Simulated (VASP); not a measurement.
Computed with PBE GGA, VASP's PBE PAW potentials (set 64) (plane waves; VASP).

VASP input:

**INCAR**
```
ALGO = Normal
EDIFF = 1E-7
ENCUT = 520
GGA = PE
ICHARG = 11
ISMEAR = 0
LASPH = .True.
LCHARG = .False.
LORBIT = 11
LREAL = .False.
LWAVE = .False.
NELM = 100
PREC = Accurate
SIGMA = 0.05
SYSTEM = BP
```

KPOINTS:
```
k-points along high-symmetry lines
15
Line-mode
Reciprocal
  0.000000   0.000000   0.000000 ! GAMMA
 -0.500000  -0.500000   0.000000 ! X

 -0.500000  -0.500000   0.000000 ! X
 -0.375000  -0.375000   0.250000 ! U

 -0.375000   0.000000   0.375000 ! K
  0.000000   0.000000   0.000000 ! GAMMA

  0.000000   0.000000   0.000000 ! GAMMA
 -0.000000  -0.000000   0.500000 ! L

 -0.000000  -0.000000   0.500000 ! L
 -0.500000  -0.250000   0.250000 ! W

 -0.500000  -0.250000   0.250000 ! W
 -0.500000  -0.500000   0.000000 ! X
```

**POSCAR**
```
BP
1
    0.0000000000     2.2731460608     2.2731460608
    2.2731460608     0.0000000000     2.2731460608
    2.2731460608     2.2731460608     0.0000000000
B P
1 1
Direct
  0.0000000000   0.0000000000   0.0000000000
  0.2500000000   0.2500000000   0.2500000000
```

POTCAR, in this order: B P (PBE.64 set). Program: vasp_std. Read from the step before: CHGCAR.

What VASP printed:

OSZICAR:
```
       N       E                     dE             d eps       ncg     rms          rms(c)
DAV:   1     0.124557106530E+02    0.12456E+02   -0.42040E+03  1440   0.899E+02
DAV:   2    -0.106336564341E+02   -0.23089E+02   -0.21961E+02  2256   0.108E+02
DAV:   3    -0.109298966483E+02   -0.29624E+00   -0.29624E+00  1904   0.155E+01
DAV:   4    -0.109305482924E+02   -0.65164E-03   -0.65164E-03  2168   0.677E-01
DAV:   5    -0.109305494971E+02   -0.12048E-05   -0.12048E-05  1952   0.189E-02
DAV:   6    -0.109305495067E+02   -0.95559E-08   -0.95560E-08  2200   0.999E-04
   1 F= -.10930550E+02 E0= -.10930550E+02  d E =-.811121E-14
```

OUTCAR:
```
 val. band max:        7.3680693579   @ k =   0.0000   0.0000   0.0000

 cond. band min:       8.6162444651   @ k =  -0.4286  -0.4286   0.0000



 k-point     1 :       0.0000    0.0000    0.0000
  band No.  band energies     occupation
      1      -8.0435      2.00000
      2       7.3681      2.00000
      3       7.3681      2.00000
      4       7.3681      2.00000
      5      10.7608      0.00000
      6      10.7608      0.00000
      7      10.7608      0.00000
      8      14.6591      0.00000

 k-point     2 :      -0.0357   -0.0357    0.0000
  band No.  band energies     occupation
      1      -8.0130      2.00000
      2       7.2304      2.00000
      3       7.2304      2.00000
      4       7.2584      2.00000
      5      10.6971      0.00000
      6      10.9325      0.00000
      7      10.9325      0.00000
      8      14.7466      0.00000

 k-point     3 :      -0.0714   -0.0714    0.0000
  band No.  band energies     occupation
      1      -7.9213      2.00000
      2       6.8833      2.00000
      3       6.8833      2.00000
      4       6.9461      2.00000
      5      10.5241      0.00000
      6      11.3813      0.00000
      7      11.3813      0.00000
      8      14.9434      0.00000

 k-point     4 :      -0.1071   -0.1071    0.0000
  band No.  band energies     occupation
      1      -7.7689      2.00000
      2       6.4359      2.00000
      3       6.4359      2.00000
      4       6.4704      2.00000
      5      10.2795      0.00000
      6      11.9967      0.00000
      7      11.9967      0.00000
      8      15.0300      0.00000

 k-point     5 :      -0.1429   -0.1429    0.0000
  band No.  band energies     occupation
      1      -7.5564      2.00000
      2       5.8745      2.00000
      3       5.9595      2.00000
      4       5.9595      2.00000
      5       9.9996      0.00000
      6      12.7050      0.00000
      7      12.7050      0.00000
      8      14.6962      0.00000
...
```

The density is held fixed in this step, so its total energy and stress have no physical meaning.

The compound is BP in the zinc blende structure. It was relaxed first.
